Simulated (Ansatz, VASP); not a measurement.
# Tl: VASP beside Ansatz

Aim: how closely do two programs agree when they are given the same cell, functional and k mesh? The cell is taken from a series of VASP runs on this material, whose earlier steps may have relaxed, scaled or displaced it; both programs get it as it stands.

Method: plane waves, with VASP 6.6.1 beside it; zone-centre phonons at LDA, in Ansatz 0.2.0.

**1. The starting structure**

It takes space group P6_3/mmc (No. 194, hexagonal). Conventional cell: a = 3.425 Å, b = 3.425 Å, c = 10.718 Å, α = 90.00°, β = 90.00°, γ = 120.00°. Nearest to Tl lie 12 Tl at 3.33 to 3.42 Å. Nearest to Tl lie 12 Tl at 3.33 to 3.42 Å.

Structure file:

```cif
data_structure
_symmetry_space_group_name_H-M 'P 1'
_symmetry_Int_Tables_number 1
_cell_length_a 3.4250
_cell_length_b 3.4250
_cell_length_c 10.7183
_cell_angle_alpha 90.000
_cell_angle_beta 90.000
_cell_angle_gamma 120.000
_cell_volume 108.89
loop_
_atom_site_label
_atom_site_type_symbol
_atom_site_fract_x
_atom_site_fract_y
_atom_site_fract_z
_atom_site_occupancy
Tl1 Tl 0.66667 0.33333 0.75000 1
Tl2 Tl 0.00000 0.00000 0.50000 1
Tl3 Tl 0.33333 0.66667 0.25000 1
Tl4 Tl 0.00000 0.00000 0.00000 1
```

**2. VASP: zone-centre phonons, LDA**

Second derivatives magnify differences that forces hide, and they need a tight electronic threshold.

Lines of VASP's logs that name or quote its potential files are left out, and so is its time.

INCAR

```
SYSTEM = Tl
PREC = Accurate
ENCUT = 400
EDIFF = 1E-08
NELM = 100
ISMEAR = 1
SIGMA = 0.2
LREAL = .FALSE.
ALGO = Normal
GGA = CA
NBANDS = 32
LORBIT = 11
LWAVE = .FALSE.
LCHARG = .FALSE.
KPAR = 2
IBRION = 8
ISIF = 2
```

POSCAR

```
Tl
1.0
    3.4249901296      0.0000000000      0.0000000000
   -1.7124950648      2.9661284598      0.0000000000
    0.0000000000      0.0000000000     10.7182604934
Tl
4
Direct
    0.6666666667      0.3333333333      0.7500000000
    0.0000000000      0.0000000000      0.5000000000
    0.3333333333      0.6666666667      0.2500000000
    0.0000000000      0.0000000000      0.0000000000
```

KPOINTS

```
Automatic mesh
0
Gamma
13 13 4
0 0 0
```

The projector-augmented-wave data sets are Tl_d (LDA family, release 64).

Launch:

```sh
mpirun -np 2 vasp_std
```

Numbers of over 12 decimals in the logs are rounded to 6 here.

Log:

```text
[banner, memory and clock lines left out]
running    2 mpi-ranks, on    1 nodes
 distrk:  each k-point on    1 cores,    2 groups
 distr:  one band on    1 cores,    1 groups

 POSCAR found type information on POSCAR Tl
 POSCAR found :  1 types and       4 ions
 LDA part: xc-table for (Slater(with rela. corr.)+CA(PZ))
 , standard interpolation
 POSCAR, INCAR and KPOINTS ok, starting setup
 FFT: planning ... GRIDC
 FFT: planning ... GRID_SOFT
 FFT: planning ... GRID
 WAVECAR not read
 entering main loop
       N       E                     dE             d eps       ncg     rms          rms(c)
DAV:   1     0.254860008024E+03    0.25486E+03   -0.24455E+04  4072   0.125E+03
DAV:   2    -0.617517278337E+01   -0.26104E+03   -0.25731E+03  4528   0.303E+02
DAV:   3    -0.117913323557E+02   -0.56162E+01   -0.55743E+01  4632   0.390E+01
DAV:   4    -0.118280627864E+02   -0.36730E-01   -0.36726E-01  4392   0.340E+00
DAV:   5    -0.118286128469E+02   -0.55006E-03   -0.55006E-03  4680   0.415E-01    0.526E+00
DAV:   6    -0.117041819265E+02    0.12443E+00   -0.23514E-01  4248   0.314E+00    0.362E+00
DAV:   7    -0.116822601409E+02    0.21922E-01   -0.13291E-01  4240   0.230E+00    0.814E-01
DAV:   8    -0.116783201423E+02    0.39400E-02   -0.19441E-02  4280   0.889E-01    0.566E-02
DAV:   9    -0.116783324534E+02   -0.12311E-04   -0.10587E-04  4808   0.682E-02    0.205E-02
DAV:  10    -0.116783330314E+02   -0.57798E-06   -0.16476E-05  4360   0.289E-02    0.125E-02
DAV:  11    -0.116783319026E+02    0.11288E-05   -0.47457E-06  4344   0.152E-02    0.697E-04
DAV:  12    -0.116783318986E+02    0.40127E-08   -0.10989E-07  4704   0.311E-03    0.303E-04
DAV:  13    -0.116783318969E+02    0.16244E-08   -0.44652E-09  2616   0.863E-04
   1 F= -.11678332E+02 E0= -.11677959E+02  d E =-.111809E-02
 Linear response reoptimize wavefunctions to high precision
DAV:   1    -0.116783318969E+02    0.64574E-10   -0.43367E-10  2320   0.237E-04
 Linear response DOF=           4
 Linear response progress:
  Degree of freedom:   1/  4
       N       E                     dE             d eps       ncg     rms          rms(c)
RMM:   1    -0.326346846773E+00   -0.32635E+00   -0.22861E-01 25555   0.332E+00
RMM:   2    -0.327458473613E+00   -0.11116E-02   -0.24024E-03 24502   0.335E-01    0.238E-02
RMM:   3    -0.327245118726E+00    0.21335E-03   -0.51611E-05 28171   0.415E-02    0.124E-02
RMM:   4    -0.327056410681E+00    0.18871E-03   -0.25746E-05 27720   0.214E-02    0.367E-03
RMM:   5    -0.327060915249E+00   -0.45046E-05   -0.14008E-06 27829   0.345E-03    0.245E-03
RMM:   6    -0.327056989672E+00    0.39256E-05    0.83980E-08 27196   0.192E-03    0.219E-04
RMM:   7    -0.327054001967E+00    0.29877E-05    0.33939E-07 28331   0.363E-04    0.969E-05
RMM:   8    -0.327053733665E+00    0.26830E-06   -0.44009E-08 28325   0.882E-05    0.813E-06
RMM:   9    -0.327053674679E+00    0.58985E-07   -0.20970E-08 28692   0.365E-05    0.497E-06
RMM:  10    -0.327053677135E+00   -0.24554E-08   -0.81494E-09 28527   0.291E-05    0.987E-07
 first order change of Fermi-energy  -0.21832E-05
 force on displaced ion       1 direction 1 :  -0.207  -0.000   0.000
 Linear response progress:
  Degree of freedom:   2/  4
       N       E                     dE             d eps       ncg     rms          rms(c)
RMM:   1    -0.377855123604E+00   -0.37786E+00   -0.22149E-01  8018   0.339E+00
RMM:   2    -0.376748536460E+00    0.11066E-02   -0.31693E-03  7462   0.362E-01    0.691E-02
RMM:   3    -0.376558861052E+00    0.18968E-03   -0.10528E-04  8107   0.468E-02    0.367E-02
RMM:   4    -0.376401001080E+00    0.15786E-03   -0.23673E-05  8306   0.194E-02    0.146E-02
RMM:   5    -0.376348415466E+00    0.52586E-04   -0.11016E-06  8166   0.620E-03    0.330E-03
RMM:   6    -0.376358220197E+00   -0.98047E-05    0.30240E-06  7956   0.413E-03    0.393E-04
RMM:   7    -0.376355530609E+00    0.26896E-05   -0.70906E-08  8319   0.599E-04    0.165E-04
RMM:   8    -0.376353246523E+00    0.22841E-05   -0.10435E-07  8281   0.170E-04    0.373E-05
RMM:   9    -0.376353283970E+00   -0.37447E-07   -0.21742E-09  8145   0.695E-05    0.106E-05
RMM:  10    -0.376353170477E+00    0.11349E-06   -0.49237E-08  8577   0.327E-05    0.327E-06
RMM:  11    -0.376353170645E+00   -0.16774E-09   -0.65809E-08  7600   0.232E-05    0.799E-07
 first order change of Fermi-energy   0.66300E-04
 force on displaced ion       1 direction 3 :  -0.000   0.000  -3.002
 Linear response progress:
  Degree of freedom:   3/  4
       N       E                     dE             d eps       ncg     rms          rms(c)
RMM:   1    -0.326448763225E+00   -0.32645E+00   -0.22915E-01 18939   0.326E+00
RMM:   2    -0.327524761613E+00   -0.10760E-02   -0.23717E-03 18191   0.328E-01    0.233E-02
RMM:   3    -0.327308900495E+00    0.21586E-03   -0.50353E-05 20791   0.408E-02    0.119E-02
RMM:   4    -0.327115555892E+00    0.19334E-03   -0.22070E-05 20294   0.213E-02    0.368E-03
RMM:   5    -0.327119463915E+00   -0.39080E-05   -0.92379E-08 20631   0.344E-03    0.251E-03
RMM:   6    -0.327113531951E+00    0.59320E-05   -0.13746E-06 19942   0.192E-03    0.217E-04
RMM:   7    -0.327110457528E+00    0.30744E-05   -0.14156E-08 20843   0.360E-04    0.986E-05
RMM:   8    -0.327110199827E+00    0.25770E-06   -0.12756E-07 20978   0.887E-05    0.813E-06
RMM:   9    -0.327110139527E+00    0.60300E-07   -0.33961E-08 21053   0.352E-05    0.482E-06
RMM:  10    -0.327110140747E+00   -0.12197E-08   -0.24906E-08 21014   0.280E-05    0.951E-07
 first order change of Fermi-energy  -0.89164E-05
 force on displaced ion       2 direction 1 :  -0.246   0.000   0.000
 Linear response progress:
  Degree of freedom:   4/  4
       N       E                     dE             d eps       ncg     rms          rms(c)
RMM:   1    -0.378153174564E+00   -0.37815E+00   -0.22353E-01  8059   0.334E+00
RMM:   2    -0.376852874820E+00    0.13003E-02   -0.30831E-03  7472   0.357E-01    0.700E-02
RMM:   3    -0.376682922027E+00    0.16995E-03   -0.71206E-05  8156   0.461E-02    0.386E-02
RMM:   4    -0.376510251854E+00    0.17267E-03   -0.11211E-05  8271   0.214E-02    0.111E-02
RMM:   5    -0.376483524681E+00    0.26727E-04   -0.12289E-06  8228   0.433E-03    0.296E-03
RMM:   6    -0.376492219985E+00   -0.86953E-05   -0.16355E-06  8000   0.373E-03    0.320E-04
RMM:   7    -0.376488856216E+00    0.33638E-05    0.23326E-07  8371   0.589E-04    0.151E-04
RMM:   8    -0.376486966626E+00    0.18896E-05    0.27404E-08  8374   0.134E-04    0.260E-05
RMM:   9    -0.376487003066E+00   -0.36440E-07   -0.29229E-08  8281   0.532E-05    0.957E-06
RMM:  10    -0.376486909488E+00    0.93578E-07   -0.57649E-09  8564   0.273E-05    0.310E-06
RMM:  11    -0.376486902827E+00    0.66611E-08   -0.36615E-08  7322   0.211E-05    0.110E-06
 first order change of Fermi-energy  -0.88058E-04
 force on displaced ion       2 direction 3 :   0.000   0.000  -2.752
 Linear response finished
```

OUTCAR, selected parts (step 2):

```text
ion  position               nearest neighbor table
   1  0.667  0.333  0.750-   2 3.33   4 3.33   2 3.33   4 3.33   2 3.33   4 3.33
   2  0.000  0.000  0.500-   1 3.33   3 3.33   3 3.33   1 3.33   1 3.33   3 3.33
   3  0.333  0.667  0.250-   2 3.33   4 3.33   2 3.33   4 3.33   2 3.33   4 3.33
   4  0.000  0.000  0.000-   1 3.33   3 3.33   3 3.33   1 3.33   1 3.33   3 3.33

  LATTYP: Found a hexagonal cell.
 ALAT       =     3.4249901296
 C/A-ratio  =     3.1294281408

 Subroutine GETGRP returns: Found 24 space group operations
 (whereof 12 operations were pure point group operations)

The static configuration has the point symmetry D_3d.
 The point group associated with its full space group is D_6h.

 Found     63 irreducible k-points:

   k-points           NKPTS =     63   k-points in BZ     NKDIM =     63   number of bands    NBANDS=     32

   dimension x,y,z NGX =    24 NGY =   24 NGZ =   70
   dimension x,y,z NGXF=    48 NGYF=   48 NGZF=  140

   ENCUT  =  400.0 eV  29.40 Ry    5.42 a.u.   5.59  5.59 17.48*2*pi/ulx,y,z

   NELECT =      52.0000    total number of electrons

 k-points in reciprocal lattice and weights: Automatic mesh
   0.00000000  0.00000000  0.00000000       0.001
   0.07692308 -0.00000000  0.00000000       0.009
   0.15384615 -0.00000000  0.00000000       0.009
   0.23076923 -0.00000000  0.00000000       0.009
   0.30769231 -0.00000000  0.00000000       0.009
   0.38461538 -0.00000000  0.00000000       0.009
   0.46153846 -0.00000000  0.00000000       0.009
   0.07692308  0.07692308  0.00000000       0.009
   0.15384615  0.07692308  0.00000000       0.018
[...]
0.38461538  0.23076923  0.50000000       0.009
   0.30769231  0.30769231  0.50000000       0.009

 average (electrostatic) potential at core
       1 -82.7940       2 -82.8107       3 -82.7940       4 -82.8107

  Total       -0.1886880     -0.1886880      0.1603827      0.0000000      0.0000000      0.0000000
  in kB       -2.7763946     -2.7763946      2.3599047      0.0000000      0.0000000      0.0000000
  external PRESSURE =      -1.0642948 kB  Pullay stress =       0.0000000 kB

  energy-cutoff  :      400.00
  volume of cell :      108.89
      direct lattice vectors                 reciprocal lattice vectors
     3.424990130  0.000000000  0.000000000     0.291971644  0.168569907  0.000000000
    -1.712495065  2.966128460  0.000000000     0.000000000  0.337139815  0.000000000
     0.000000000  0.000000000 10.718260493     0.000000000  0.000000000  0.093298721

 POSITION                                       TOTAL-FORCE (eV/Angst)
 -----------------------------------------------------------------------------------
      1.71250      0.98871      8.03870        -0.000000      0.000000      0.000000
      0.00000      0.00000      5.35913         0.000000      0.000000     -0.000000
     -0.00000      1.97742      2.67957        -0.000000     -0.000000      0.000000
      0.00000      0.00000      0.00000         0.000000      0.000000     -0.000000
 -----------------------------------------------------------------------------------
    total drift:                               -0.000000      0.000000      0.000000

 Eigenvectors and eigenvalues of the dynamical matrix
 ----------------------------------------------------

   1 f  =    2.785113 THz    17.499383 2PiTHz   92.901380 cm-1    11.518298 meV
             X         Y         Z           dx          dy          dz
      1.712495  0.988709  8.038695     0.000000    0.000000   -0.500100
      0.000000  0.000000  5.359130     0.000000    0.000000    0.499900
     -0.000000  1.977419  2.679565     0.000000    0.000000   -0.500100
      0.000000  0.000000  0.000000    -0.000000   -0.000000    0.499900

   2 f  =    1.816674 THz    11.414499 2PiTHz   60.597721 cm-1     7.513156 meV
             X         Y         Z           dx          dy          dz
      1.712495  0.988709  8.038695    -0.000000    0.000000   -0.707107
      0.000000  0.000000  5.359130    -0.000000   -0.000000   -0.000000
     -0.000000  1.977419  2.679565    -0.000000   -0.000000    0.707107
      0.000000  0.000000  0.000000     0.000000   -0.000000   -0.000000

   3 f  =    1.644923 THz    10.335357 2PiTHz   54.868732 cm-1     6.802853 meV
             X         Y         Z           dx          dy          dz
      1.712495  0.988709  8.038695     0.000000    0.000000   -0.000000
      0.000000  0.000000  5.359130     0.000000   -0.000000    0.707107
     -0.000000  1.977419  2.679565     0.000000    0.000000   -0.000000
      0.000000  0.000000  0.000000    -0.000000   -0.000000   -0.707107

   4 f  =    0.744717 THz     4.679194 2PiTHz   24.841078 cm-1     3.079900 meV
             X         Y         Z           dx          dy          dz
      1.712495  0.988709  8.038695    -0.501149    0.000003   -0.000000
      0.000000  0.000000  5.359130     0.498848   -0.000003   -0.000000
     -0.000000  1.977419  2.679565    -0.501149    0.000003   -0.000000
      0.000000  0.000000  0.000000     0.498848   -0.000003   -0.000000

   5 f  =    0.744717 THz     4.679194 2PiTHz   24.841078 cm-1     3.079900 meV
             X         Y         Z           dx          dy          dz
      1.712495  0.988709  8.038695     0.000003    0.501149   -0.000000
      0.000000  0.000000  5.359130    -0.000003   -0.498848   -0.000000
     -0.000000  1.977419  2.679565     0.000003    0.501149   -0.000000
      0.000000  0.000000  0.000000    -0.000003   -0.498848   -0.000000

   6 f  =    0.559598 THz     3.516059 2PiTHz   18.666185 cm-1     2.314311 meV
             X         Y         Z           dx          dy          dz
      1.712495  0.988709  8.038695    -0.000000   -0.000000   -0.000000
      0.000000  0.000000  5.359130    -0.707107   -0.000001   -0.000000
     -0.000000  1.977419  2.679565    -0.000000    0.000000   -0.000000
      0.000000  0.000000  0.000000     0.707107    0.000001   -0.000000

   7 f  =    0.559598 THz     3.516059 2PiTHz   18.666185 cm-1     2.314311 meV
             X         Y         Z           dx          dy          dz
      1.712495  0.988709  8.038695    -0.000000    0.000000    0.000000
      0.000000  0.000000  5.359130     0.000001   -0.707107    0.000000
     -0.000000  1.977419  2.679565     0.000000    0.000000    0.000000
      0.000000  0.000000  0.000000    -0.000001    0.707107    0.000000

   8 f  =    0.465381 THz     2.924073 2PiTHz   15.523429 cm-1     1.924659 meV
             X         Y         Z           dx          dy          dz
      1.712495  0.988709  8.038695    -0.707107   -0.000001    0.000000
      0.000000  0.000000  5.359130     0.000000    0.000000    0.000000
     -0.000000  1.977419  2.679565     0.707107    0.000001   -0.000000
      0.000000  0.000000  0.000000    -0.000000   -0.000000    0.000000

   9 f  =    0.465381 THz     2.924073 2PiTHz   15.523429 cm-1     1.924659 meV
             X         Y         Z           dx          dy          dz
      1.712495  0.988709  8.038695    -0.000001    0.707107    0.000000
      0.000000  0.000000  5.359130    -0.000000   -0.000000   -0.000000
     -0.000000  1.977419  2.679565     0.000001   -0.707107   -0.000000
      0.000000  0.000000  0.000000     0.000000   -0.000000   -0.000000

  10 f/i=    0.000559 THz     0.003514 2PiTHz    0.018656 cm-1     0.002313 meV
             X         Y         Z           dx          dy          dz
      1.712495  0.988709  8.038695    -0.000000    0.000000    0.499900
      0.000000  0.000000  5.359130    -0.000000    0.000000    0.500100
     -0.000000  1.977419  2.679565    -0.000000    0.000000    0.499900
      0.000000  0.000000  0.000000    -0.000000    0.000000    0.500100

  11 f/i=    0.001713 THz     0.010765 2PiTHz    0.057149 cm-1     0.007086 meV
             X         Y         Z           dx          dy          dz
      1.712495  0.988709  8.038695    -0.261748    0.424662   -0.000000
      0.000000  0.000000  5.359130    -0.262955    0.426620   -0.000000
     -0.000000  1.977419  2.679565    -0.261748    0.424662   -0.000000
      0.000000  0.000000  0.000000    -0.262955    0.426620   -0.000000

  12 f/i=    0.001713 THz     0.010765 2PiTHz    0.057149 cm-1     0.007086 meV
             X         Y         Z           dx          dy          dz
      1.712495  0.988709  8.038695     0.424662    0.261748    0.000000
      0.000000  0.000000  5.359130     0.426620    0.262955    0.000000
     -0.000000  1.977419  2.679565     0.424662    0.261748    0.000000
      0.000000  0.000000  0.000000     0.426620    0.262955    0.000000

 ELASTIC MODULI CONTR FROM IONIC RELAXATION (kBar)
 Direction    XX          YY          ZZ          XY          YZ          ZX
 --------------------------------------------------------------------------------
 XX        -167.9090    167.9090     -0.0000     -0.0000      0.0000      0.0000
 YY         167.9090   -167.9090      0.0000      0.0000     -0.0000      0.0000
 ZZ          -0.0000      0.0000     -0.0000     -0.0000      0.0000      0.0000
 XY          -0.0000      0.0000     -0.0000   -167.9090      0.0000      0.0000
 YZ           0.0000     -0.0000      0.0000      0.0000     -0.0000      0.0000
 ZX           0.0000      0.0000      0.0000      0.0000      0.0000      0.0000
 --------------------------------------------------------------------------------
```

Energies printed during the response cycles are not total energies of the cell.

(Continued in part 2 of 2.)

[Lines on the potential files, build, host, timing and source positions are cut from VASP's logs without a mark.]

[Logs are printed without paths, hosts, clocks, repeated set-up lines and the standing remarks that a program may print on its own settings, such as how far it seeks lower states.]

[Hosts, paths, dates, database ids (printed as entryN), source tags and the programs' standing remarks are cut or masked in the printed files.]
